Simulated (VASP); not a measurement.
VASP runs on CaSe (space group Fm-3m) share one base input (PBE GGA, plane waves, VASP's PBE PAW potentials (set 64)) and change the settings named in each case.

**KPOINTS**
```
Automatic mesh
0
Gamma
5 5 5
0 0 0
```

INCAR:
```
! general
SYSTEM   =  CaSe
PREC     =  Accurate
ENCUT    =  300   ! plane-wave cut-off (eV)
LREAL    =  .False.
LASPH    =  .True.   ! aspherical one-centre terms

! electronic loop
EDIFF    =  1E-6   ! SCF stop (eV)
NELM     =  100   ! most electronic steps
ALGO     =  Normal
LMAXMIX  =  4   ! l cut-off of mixed one-centre charges

! smearing
ISMEAR   =  -1   ! Fermi-Dirac
SIGMA    =  0.02   ! width (eV)

! functional
GGA      =  PE

! ions
ISIF     =  2   ! forces and stress, cell fixed

! output
LWAVE    =  .False.
LCHARG   =  .False.
```

POSCAR:
```
CaSe
1
    0.0000000000     2.9600000000     2.9600000000
    2.9600000000     0.0000000000     2.9600000000
    2.9600000000     2.9600000000     0.0000000000
Ca Se
1 1
Direct
  0.0000000000   0.0000000000   0.0000000000
  0.5000000000   0.5000000000   0.5000000000
```

POTCAR, in this order: Ca_sv Se (PBE.64 set). Program: vasp_std.

```csv
change,E(σ→0) (eV/atom),pressure (GPa)
base run,-4.7426,1.06
"GGA removed, POTCAR Ca_sv Se (LDA.64 set)",-5.2786,-3.14
"GGA_COMPAT = .FALSE., LNONCOLLINEAR = .TRUE., LSORBIT = .TRUE., MAGMOM = 0.0 0.0 0.0 0.0 0.0 0.0, program vasp_ncl",-4.7528,1.07
KPOINTS 8×8×8 Γ-centred mesh,-4.7444,1.03
```
 Energies of different potentials or functionals have different zeros.  At 300 eV the pressure can carry a Pulay error.

Left out are runs that ran out of time, are held back, or changed the cell or the kind of run, fixed moments of cells without a moment, rows past the twelfth, gaps on odd meshes, pressures of charged cells and columns that move by less than the noise.

The structure is a typed CaSe crystal (Fm-3m). The cell was not relaxed at this level.
